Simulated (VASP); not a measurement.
```
AuZn
1.0
    3.15452     0.00000     0.00000
    0.00000     3.09991     0.00000
    0.00000     0.00000     3.15465
Zn Au
1 1
Direct
  0.50000   0.50000   0.50000
  0.02005   0.00000   0.00000
```

Calculation: PBE GGA + U (Dudarev), VASP's PBE PAW potentials (set 64) (plane waves; VASP 6.6.1). Settings: 400 eV cut-off, 10×11×10 Γ-centred mesh, first-order Methfessel-Paxton smearing of 0.10 eV, potentials Zn Au, U − J: Zn 1.00 eV.

Task: Which forces act on the atoms, in eV/Å?

Result: 
| atom | Fx | Fy | Fz |
|---|---|---|---|
| Zn1 | 0.255 | 0.000 | 0.000 |
| Au2 | -0.255 | 0.000 | 0.000 |

Task: Give the stress tensor in GPa (positive for a compressed cell).

Result: 
```
5.87  0.00  0.00
0.00  5.36  0.00
0.00  0.00  6.10
```
The pressure is its mean diagonal, 5.78 GPa.

The compound is AuZn in the CsCl type structure. The cell was not relaxed at this level, atoms are displaced from their ideal sites. The run is one of a series of settings (LDAU = .TRUE., LDAUJ = 0 0, LDAUL = 2 -1, LDAUTYPE = 2, LDAUU = 1.0 0 against the base run), some of them coarse on purpose. The electron count is odd and the run is not spin-polarised, which forces a metal.
